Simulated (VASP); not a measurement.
PbO2 (rutile): the bulk modulus from VASP (plane waves, PAW) at several levels of theory. Static lattice, third-order Birch-Murnaghan fit over five volumes.

| level | bulk modulus (GPa) |
|---|---|
| LDA | 141 |
| PBE | 105 |
| PBEsol | 124 |
| SCAN | 133 |
| r2SCAN | 133 |

The cell of the LDA run:

```
PbO2
1.0
    4.94130     0.00000     0.00000
    0.00000     4.94130     0.00000
    0.00000     0.00000     3.39731
Pb O
2 4
Direct
  0.00000   0.00000   0.00000
  0.50000   0.50000   0.50000
  0.30730   0.30730   0.00000
  0.80730   0.19270   0.50000
  0.19270   0.80730   0.50000
  0.69270   0.69270   0.00000
```

Only levels that ran to the end are used. Left out are those held back, those with too coarse a band path, GW runs whose mesh misses a band edge, hybrids' fits of cells that aren't cubic and levels without matching references; a question may draw on a part of the rest.

The compound is PbO2 in the rutile structure.
